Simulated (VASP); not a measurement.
# Lattice of Lanthanum, functional by functional, part 2 of 3

Aim: relax Lanthanum at several levels of theory and compare the cells. The starting structure is a measured crystal structure from the Crystallography Open Database. The first relaxation on each setting starts from this cell expanded by 3 % in volume.

VASP 6.6.1.

Results so far: PBEsol 34.03 Å³ an atom; LDA 32.13 Å³ an atom; PBE 37.16 Å³ an atom.

## 5. Relaxation with PBEsol + D3(BJ)

Level of this step: PBEsol with D3(BJ); plane waves and PAW (La) (VASP).

D3 with Becke-Johnson damping keeps a finite attraction at short range. This run starts from the cell of an earlier relaxation, which isn't shown; the restart sets up the plane waves anew.

Contents of INCAR:

```
SYSTEM = La
PREC = Accurate
ENCUT = 450
EDIFF = 1E-06
NELM = 100
ISMEAR = 1
SIGMA = 0.15
LREAL = .FALSE.
ALGO = Normal
GGA = PS
IVDW = 12
NBANDS = 28
LASPH = .TRUE.
LORBIT = 11
LWAVE = .FALSE.
LCHARG = .FALSE.
KPAR = 8
IBRION = 2
NSW = 50
ISIF = 3
EDIFFG = -0.006
```

Contents of POSCAR:

```
La
1.0
    3.5360633754      0.0000000000      0.0000000000
   -1.7680316877      3.0623207125      0.0000000000
    0.0000000000      0.0000000000     11.3541466723
La
4
Direct
    0.6666666667      0.3333333333      0.2500000000
    0.3333333333      0.6666666667      0.7500000000
    0.0000000000      0.0000000000      0.5000000000
    0.0000000000      0.0000000000      0.0000000000
```

Contents of KPOINTS:

```
Automatic mesh
0
Gamma
12 12 4
0 0 0
```

Potentials, in the order of the species: La (PBE family, release 64).

Started as:

```bash
> mpirun -np 8 vasp_std
```

What it wrote:

```text
[banner, memory and clock lines left out]
running    8 mpi-ranks, on    1 nodes
[...]
[... a notice as in an earlier step ...]

 [... a notice as in an earlier step ...]

 LDA part: xc-table for (Slater+PW92), standard interpolation
 POSCAR, INCAR and KPOINTS ok, starting setup
[...]
entering main loop
       N       E                     dE             d eps       ncg     rms          rms(c)
DAV:   1     0.546229278552E+03    0.54623E+03   -0.13374E+04  3240   0.198E+03
DAV:   2     0.103353248192E+03   -0.44288E+03   -0.43480E+03  4664   0.438E+02
DAV:   3    -0.572657980791E+01   -0.10908E+03   -0.10742E+03  5672   0.261E+02
DAV:   4    -0.190877890407E+02   -0.13361E+02   -0.13074E+02  5976   0.926E+01
[...]
DAV:  12    -0.212623277233E+02   -0.15402E-04   -0.12769E-04  5744   0.788E-02    0.119E-02
DAV:  13    -0.212623318609E+02   -0.41376E-05   -0.37982E-05  5728   0.428E-02    0.173E-03
DAV:  14    -0.212623316784E+02    0.18248E-06   -0.19854E-06  3424   0.134E-02
   1 F= -.23692934E+02 E0= -.23691347E+02  d E =-.236929E+02
[...]
reached required accuracy - stopping structural energy minimisation
```

The job ended after 15 s (8 MPI ranks of Intel Xeon 6975P-C (Granite Rapids), shared host; peak memory 2.5 GiB).

From OUTCAR (step 5):

```text
 Edisp (eV)   -2.43060

  Total      -0.02298    -0.02298    -0.02239     0.00000     0.00000     0.00000
  in kB      -0.29947    -0.29947    -0.29174     0.00000     0.00000     0.00000
  external pressure =       -0.30 kB  Pullay stress =        0.00 kB

 POSITION                                       TOTAL-FORCE (eV/Angst)
 -----------------------------------------------------------------------------------
      1.76803      1.02077      2.83854         0.000000     -0.000000     -0.000000
     -0.00000      2.04155      8.51561        -0.000000      0.000000      0.000000
      0.00000      0.00000      5.67707         0.000000      0.000000     -0.000000
      0.00000      0.00000      0.00000         0.000000      0.000000     -0.000000
 -----------------------------------------------------------------------------------
    total drift:                                0.000000     -0.000000      0.000000

  FREE ENERGIE OF THE ION-ELECTRON SYSTEM (eV)
  ---------------------------------------------------
  free  energy   TOTEN  =       -23.6929341821 eV

  energy  without entropy=      -23.6881725491  energy(sigma->0) =      -23.69134697

[... 2 parts as in an earlier step ...]

[... 2 further parts left out ...]
[key lines of the parts left out:]
E-fermi :   9.7266
```

With PBEsol + D3(BJ) the relaxed cell holds 30.737 Å³ an atom, -17.85 % against the measured cell, with a = 3.536 Å and c = 11.354 Å. That is -9.67 % from PBEsol.

## 6. Relaxation with r2SCAN

r2SCAN adds the kinetic-energy density, costs more than a GGA and is run with LASPH. This run starts from the cell of an earlier relaxation, which isn't shown; the restart sets up the plane waves anew.

INCAR: that of step 5 with these lines changed.

```diff
@@ -9,6 +9,5 @@
 ALGO = Normal
-GGA = PS
-IVDW = 12
+METAGGA = R2SCAN
+LASPH = .TRUE.
 NBANDS = 28
-LASPH = .TRUE.
 LORBIT = 11
```

Contents of POSCAR:

```
La
1.0
    3.7761642967      0.0000000000      0.0000000000
   -1.8880821484      3.2702542098      0.0000000000
    0.0000000000      0.0000000000     12.0858582811
La
4
Direct
    0.6666666667      0.3333333333      0.2500000000
    0.3333333333      0.6666666667      0.7500000000
    0.0000000000      0.0000000000      0.5000000000
    0.0000000000      0.0000000000      0.0000000000
```

KPOINTS is that of step 5.

Started as:

```bash
> mpirun -np 8 vasp_std
```

What it wrote:

```text
[banner, memory and clock lines left out]
running    8 mpi-ranks, on    1 nodes
[...]
[... a notice as in an earlier step ...]

 [... a notice as in an earlier step ...]

 LDA part: xc-table for (None), standard interpolation
 POSCAR, INCAR and KPOINTS ok, starting setup
[...]
entering main loop
       N       E                     dE             d eps       ncg     rms          rms(c)
DAV:   1     0.459332356029E+03    0.45933E+03   -0.14055E+04  3192   0.195E+03
DAV:   2    -0.625425940637E+01   -0.46559E+03   -0.45815E+03  4784   0.438E+02
DAV:   3    -0.117030870956E+03   -0.11078E+03   -0.10920E+03  5600   0.258E+02
DAV:   4    -0.130673205735E+03   -0.13642E+02   -0.13332E+02  5960   0.894E+01
[...]
DAV:  12    -0.118964330363E+03   -0.30335E-05   -0.53710E-05  5680   0.433E-02    0.608E-03
DAV:  13    -0.118964324308E+03    0.60543E-05   -0.38372E-06  3936   0.176E-02    0.141E-03
DAV:  14    -0.118964323382E+03    0.92625E-06   -0.50444E-07  3000   0.144E-02
   1 F= -.11896432E+03 E0= -.11896378E+03  d E =-.118964E+03
[...]
N       E                     dE             d eps       ncg     rms          rms(c)
DAV:   1    -0.118964487786E+03   -0.16348E-03   -0.87796E-03  5388   0.129E+00    0.634E-02
DAV:   2    -0.118964376108E+03    0.11168E-03   -0.53062E-04  5524   0.244E-01    0.319E-02
DAV:   3    -0.118964349521E+03    0.26588E-04   -0.21713E-04  5576   0.132E-01    0.664E-03
DAV:   4    -0.118964348695E+03    0.82522E-06   -0.12790E-05  4472   0.355E-02    0.402E-03
DAV:   5    -0.118964346640E+03    0.20557E-05   -0.13063E-06  2600   0.192E-02    0.227E-03
DAV:   6    -0.118964344757E+03    0.18830E-05   -0.10427E-06  2424   0.150E-02    0.482E-04
DAV:   7    -0.118964344523E+03    0.23372E-06   -0.65790E-07  2352   0.170E-02
   2 F= -.11896434E+03 E0= -.11896379E+03  d E =-.211410E-04
 trial-energy change:   -0.000021  1 .order   -0.000020   -0.000032   -0.000008
 step:   1.3246(harm=  1.3246)  dis= 0.00000  next Energy=  -118.964345 (dE=-0.213E-04)
 reached required accuracy - stopping structural energy minimisation
```

Run time: 91 s. Hardware: 8 MPI ranks; peak memory 3.1 GiB.

OUTCAR, selected parts (step 6):

```text
  Total        0.0075995      0.0075995     -0.0143051     -0.0000000      0.0000000     -0.0000000
  in kB        0.0815169      0.0815169     -0.1534444     -0.0000000      0.0000000     -0.0000000
  external PRESSURE =       0.0031964 kB  Pullay stress =       0.0000000 kB

 POSITION                                       TOTAL-FORCE (eV/Angst)
 -----------------------------------------------------------------------------------
      1.88891      1.09056      3.02120         0.000000      0.000000     -0.000000
     -0.00000      2.18112      9.06360        -0.000000     -0.000000      0.000000
      0.00000     -0.00000      6.04240         0.000000      0.000000      0.000000
      0.00000     -0.00000      0.00000         0.000000      0.000000      0.000000
 -----------------------------------------------------------------------------------
    total drift:                               -0.000000     -0.000000      0.000000

  FREE ENERGIE OF THE ION-ELECTRON SYSTEM (eV)
  ---------------------------------------------------
  free  energy   TOTEN  =      -118.9643445230 eV

  energy  without entropy=     -118.9626841813  energy(sigma->0) =     -118.96379108

[... 2 parts as in an earlier step ...]

[... 2 further parts left out ...]
[key lines of the parts left out:]
E-fermi :   7.9389
```

With r2SCAN the relaxed cell holds 37.341 Å³ an atom, -0.20 % against the measured cell, with a = 3.778 Å and c = 12.085 Å. That is +9.74 % from PBEsol.

## 7. Relaxation with r2SCAN + rVV10

rVV10 adds a nonlocal correlation energy for dispersion. This run starts from the cell of an earlier relaxation, which isn't shown; the restart sets up the plane waves anew.

INCAR: that of step 6 with these lines changed.

```diff
@@ -10,2 +10,6 @@
 METAGGA = R2SCAN
+LUSE_VDW = .TRUE.
+IVDW_NL = 2
+BPARAM = 11.95
+CPARAM = 0.0093
 LASPH = .TRUE.
```

Contents of POSCAR:

```
La
1.0
    3.7459620821      0.0000000000      0.0000000000
   -1.8729810410      3.2440983247      0.0000000000
    0.0000000000      0.0000000000     11.9796188585
La
4
Direct
    0.6666666667      0.3333333333      0.2500000000
    0.3333333333      0.6666666667      0.7500000000
    0.0000000000      0.0000000000      0.5000000000
    0.0000000000      0.0000000000      0.0000000000
```

KPOINTS is that of step 6.

Started as:

```bash
> mpirun -np 8 vasp_std
```

What it wrote:

```text
[banner, memory and clock lines left out]
running    8 mpi-ranks, on    1 nodes
[...]
[... a notice as in an earlier step ...]

|                                                                             |
|               ----> ADVICE to this user running VASP <----                  |
|                                                                             |
|     You have switched on vdW-DFT.                                           |
|     This routine was written and supplied by Jiri Klimes. We recommend      |
|     that you carefully read and cite the following publications:            |
|       J. Klimes, D.R. Bowler, A. Michelides                                 |
|          J. Phys.: Cond Matt. 22 022201 (2010)                              |
|       J. Klimes, D.R. Bowler, A. Michelides                                 |
|          Phys. Rev. B. 83, 195131 (2011)                                    |
|     and references therein.                                                 |
[...]
DAV:   5    -0.118190017357E+03    0.64687E-06   -0.40024E-06  3524   0.142E-02
Total rVV10 correction in eV:      0.7659178    45.6241161
Total rVV10 correction in eV:      0.7659178    45.6241161
Total rVV10 correction in eV:      0.7659178    45.6241161
Total rVV10 correction in eV:      0.7659178    45.6241161
Total rVV10 correction in eV:      0.7659178    45.6241161
Total rVV10 correction in eV:      0.7659178    45.6241161
Total rVV10 correction in eV:      0.7659178    45.6241161
Total rVV10 correction in eV:      0.7659178    45.6241161
Total rVV10 correction in eV:      0.7659319    45.6241161
Total rVV10 correction in eV:      0.7659319    45.6241161
Total rVV10 correction in eV:      0.7659319    45.6241161
Total rVV10 correction in eV:      0.7659319    45.6241161
Total rVV10 correction in eV:      0.7659319    45.6241161
Total rVV10 correction in eV:      0.7659319    45.6241161
Total rVV10 correction in eV:      0.7659319    45.6241161
Total rVV10 correction in eV:      0.7659319    45.6241161
   2 F= -.11819002E+03 E0= -.11818965E+03  d E =-.162062E-04
 trial-energy change:   -0.000016  1 .order   -0.000014   -0.000032    0.000004
 step:   0.8887(harm=  0.8887)  dis= 0.00000  next Energy=  -118.190015 (dE=-0.142E-04)
 reached required accuracy - stopping structural energy minimisation
```

Wall time 3 min (8 MPI ranks); peak memory 5 GiB.

From OUTCAR (step 7):

```text
  Total       -0.0036809     -0.0036809     -0.0038937     -0.0000000      0.0000000      0.0000000
  in kB       -0.0404671     -0.0404671     -0.0428062     -0.0000000      0.0000000      0.0000000
  external PRESSURE =      -0.0412468 kB  Pullay stress =       0.0000000 kB

 POSITION                                       TOTAL-FORCE (eV/Angst)
 -----------------------------------------------------------------------------------
      1.87370      1.08178      2.99583        -0.000000     -0.000000     -0.000000
     -0.00000      2.16356      8.98748         0.000000      0.000000      0.000000
      3.74739      0.00000      5.99165        -0.000000     -0.000000      0.000000
      3.74739      0.00000     11.98331         0.000000      0.000000      0.000000
 -----------------------------------------------------------------------------------
    total drift:                               -0.000001     -0.000000      0.000000

  FREE ENERGIE OF THE ION-ELECTRON SYSTEM (eV)
  ---------------------------------------------------
  free  energy   TOTEN  =      -118.1900173572 eV

  energy  without entropy=     -118.1889210509  energy(sigma->0) =     -118.18965192

[... 2 parts as in an earlier step ...]

[... 2 further parts left out ...]
[key lines of the parts left out:]
E-fermi :   8.1654
```

With r2SCAN + rVV10 the relaxed cell holds 36.434 Å³ an atom, -2.62 % against the measured cell, with a = 3.747 Å and c = 11.983 Å. That is +7.07 % from PBEsol.

## 8. Relaxation with vdW-DF-cx

vdW-DF-cx takes its exchange from the same plasmon model as its correlation. This run starts from the cell of an earlier relaxation, which isn't shown; the restart sets up the plane waves anew.

INCAR: that of step 7 with these lines changed.

```diff
@@ -9,7 +9,5 @@
 ALGO = Normal
-METAGGA = R2SCAN
+GGA = CX
+AGGAC = 0
 LUSE_VDW = .TRUE.
-IVDW_NL = 2
-BPARAM = 11.95
-CPARAM = 0.0093
 LASPH = .TRUE.
```

Contents of POSCAR:

```
La
1.0
    3.6646013580      0.0000000000      0.0000000000
   -1.8323006790      3.1736378708      0.0000000000
    0.0000000000      0.0000000000     11.7883655391
La
4
Direct
    0.6666666667      0.3333333333      0.2500000000
    0.3333333333      0.6666666667      0.7500000000
    0.0000000000      0.0000000000      0.5000000000
    0.0000000000      0.0000000000      0.0000000000
```

KPOINTS is that of step 7.

Started as:

```bash
> mpirun -np 8 vasp_std
```

What it wrote:

```text
[banner, memory and clock lines left out]
running    8 mpi-ranks, on    1 nodes
[...]
[... a notice as in an earlier step ...]

 [... a notice as in an earlier step ...]

 [... a notice as in an earlier step ...]

 LDA part: xc-table for (Slater+PW92), standard interpolation
 POSCAR, INCAR and KPOINTS ok, starting setup
[...]
entering main loop
       N       E                     dE             d eps       ncg     rms          rms(c)
DAV:   1     0.555369009582E+03    0.55537E+03   -0.13575E+04  3200   0.194E+03
DAV:   2     0.110509403009E+03   -0.44486E+03   -0.43716E+03  4696   0.421E+02
DAV:   3     0.371631589428E+01   -0.10679E+03   -0.10520E+03  5620   0.247E+02
DAV:   4    -0.927494782897E+01   -0.12991E+02   -0.12709E+02  5944   0.867E+01
[...]
DAV:  17    -0.115217188149E+02    0.22990E-04   -0.11855E-05  4224   0.429E-02    0.316E-02
DAV:  18    -0.115217112674E+02    0.75475E-05   -0.24285E-05  5480   0.468E-02    0.571E-03
DAV:  19    -0.115217115731E+02   -0.30565E-06   -0.31192E-06  3376   0.157E-02
   1 F= -.11521712E+02 E0= -.11521246E+02  d E =-.115217E+02
[...]
N       E                     dE             d eps       ncg     rms          rms(c)
DAV:   1    -0.115218013205E+02   -0.90053E-04   -0.40684E-03  5560   0.948E-01    0.425E-02
DAV:   2    -0.115217372199E+02    0.64101E-04   -0.21924E-04  5532   0.151E-01    0.206E-02
DAV:   3    -0.115217194634E+02    0.17757E-04   -0.11272E-04  5784   0.947E-02    0.568E-03
DAV:   4    -0.115217196384E+02   -0.17501E-06   -0.69976E-06  3848   0.259E-02
   2 F= -.11521720E+02 E0= -.11521238E+02  d E =-.806529E-05
 trial-energy change:   -0.000008  1 .order   -0.000008   -0.000015   -0.000000
 step:   1.0279(harm=  1.0279)  dis= 0.00000  next Energy=   -11.521719 (dE=-0.761E-05)
 reached required accuracy - stopping structural energy minimisation
```

It took 3.4 min on 8 MPI ranks; peak memory 5.5 GiB.

[end of part 2 of 3]

[Lines on the potential files, build, host, timing and source positions are cut from VASP's logs without a mark.]

[Logs are printed without paths, hosts, clocks, repeated set-up lines and the standing remarks that a program may print on its own settings, such as how far it seeks lower states.]

[Hosts, paths, dates, database ids (printed as entryN), source tags and the programs' standing remarks are cut or masked in the printed files.]
